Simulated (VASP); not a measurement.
Level of theory: LDA (Ceperley-Alder, Perdew-Zunger), VASP's LDA PAW potentials (set 64) (plane waves; VASP).

VASP input:

### INCAR
```
ALGO  =  Normal
EDIFF  =  1E-6
EDIFFG  =  -0.02
ENCUT  =  500
IBRION  =  2
ISIF  =  3
ISMEAR  =  1
LASPH  =  .TRUE.
LCHARG  =  .FALSE.
LMAXMIX  =  4
LREAL  =  .FALSE.
LWAVE  =  .FALSE.
NELM  =  100
NSW  =  40
PREC  =  Accurate
SIGMA  =  0.1
SYSTEM  =  PbS
```

File POSCAR:
```
PbS
1.0
  0.0000000000   2.9227693171   2.9227693171
  2.9227693171   0.0000000000   2.9227693171
  2.9227693171   2.9227693171   0.0000000000
Pb S
1 1
Cartesian
  0.0000000000   0.0000000000   0.0000000000
  2.9227693171   2.9227693171   2.9227693171
```

File KPOINTS:
```
Automatic mesh
0
Gamma
11 11 11
0 0 0
```

POTCAR, in this order: Pb_d S (LDA.64 set). Program: vasp_std.

**Question.** Estimate the energy per atom (σ→0).

**Answer.** 
| Quantity | Value |
|---|---|
| energy per atom (σ→0) | -4.999 eV/atom |

File OSZICAR:
```
...
DAV:   6    -0.100098256724E+02    0.41346E+00   -0.12723E+00  2424   0.939E+00    0.341E+00
DAV:   7    -0.100022932187E+02    0.75325E-02   -0.11216E-01  1720   0.198E+00    0.180E+00
DAV:   8    -0.999902699992E+01    0.32662E-02   -0.10352E-02  1856   0.124E+00    0.120E-01
DAV:   9    -0.999875145050E+01    0.27555E-03   -0.18263E-03  2370   0.416E-01    0.753E-02
DAV:  10    -0.999877479784E+01   -0.23347E-04   -0.12471E-04  1682   0.881E-02    0.382E-02
DAV:  11    -0.999877019650E+01    0.46013E-05   -0.22376E-05  2066   0.609E-02    0.125E-02
DAV:  12    -0.999877015576E+01    0.40739E-07   -0.80599E-07   986   0.130E-02
   1 F= -.99987702E+01 E0= -.99987818E+01  d E =-.999877E+01
```

The compound is PbS in the rock salt structure. It was relaxed first.
